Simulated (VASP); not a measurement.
Consider the following.

```
CELL_PARAMETERS angstrom
      1.51236    -2.61948     0.00000
      1.51236     2.61948     0.00000
      0.00000     0.00000     3.21554
ATOMIC_POSITIONS crystal
  Ti 0.00000 0.00000 0.00000
  B  0.33333 0.66667 0.50000
  B  0.66667 0.33333 0.50000
```

The numbers are results of rev-vdW-DF2, VASP's PBE PAW potentials (set 64) (plane waves; VASP 6.6.1), not measurements. Run with 520 eV cut-off, Gaussian smearing of 0.050 eV, potentials Ti_sv B.

Task: Give the energies of bands 6 to 12 at the high-symmetry points, in eV from the Fermi level.

Result: 
| band | Γ | M | K | A | L | H |
|---|---|---|---|---|---|---|
| 6 | -2.71 | -9.27 | -8.36 | -7.63 | -7.58 | -8.63 |
| 7 | -2.71 | -3.35 | -7.39 | -0.65 | -4.74 | -5.76 |
| 8 | -2.35 | -3.29 | -1.93 | -0.65 | -3.89 | -3.22 |
| 9 | -2.18 | -2.34 | -1.93 | -0.27 | -3.17 | -3.22 |
| 10 | 1.81 | 1.25 | 1.29 | -0.27 | 2.40 | 2.42 |
| 11 | 1.81 | 2.65 | 1.29 | 0.35 | 2.83 | 4.18 |
| 12 | 3.58 | 3.12 | 1.88 | 0.35 | 4.41 | 4.18 |

It has no gap at this level: it comes out as a metal or semimetal.

The compound is TiB2 in the AlB2 type structure. It was relaxed first.
